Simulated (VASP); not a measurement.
Runs of VASP 6.6.1 on MgO. It takes space group Fm-3m (No. 225, cubic). The conventional cell has a = 4.208 Å, b = 4.208 Å, c = 4.208 Å, α = 90.00°, β = 90.00°, γ = 90.00°. Mg (site symmetry m-3m) has 6 O at 2.10 Å as nearest neighbours. Around O (site symmetry m-3m) lie 6 Mg at 2.10 Å. 

```tsv
level	potentials or basis	k mesh	cutoff (eV)	smearing	gap on the mesh (eV)	pressure (GPa)
PBEsol	VASP PAW PBE potentials, release 64 (Mg, O)	10 × 10 × 10	520	gaussian 0.5 eV	4.66	0.2
r2SCAN	VASP PAW PBE potentials, release 64 (Mg, O)	10 × 10 × 10	520	gaussian 0.02 eV	5.64	-1.5
PBEsol	VASP PAW PBE potentials, release 64 (Mg, O_h)	10 × 10 × 10	900	gaussian 0.02 eV	4.67	(a)
PBEsol	VASP PAW PBE potentials, release 64 (Mg, O)	10 × 10 × 10	700	gaussian 0.02 eV	4.67	0.0
PBEsol	VASP PAW PBE potentials, release 64 (Mg, O)	14 × 14 × 14	520	gaussian 0.02 eV	4.66	0.2
```

Alike in all rows: task single point; no spin polarisation; cell as given.

Fill in the values left out.

(a) -0.3.

Caveats: the PAW data sets were made with another functional, which shifts forces and pressure a little; the cutoff is under 1.25 times the usual one of these potentials, so pressure, stress and relaxed cells hold a basis-set (Pulay) error (some runs).

A k mesh can miss the band edges.

Not every run made on this cell is shown here.
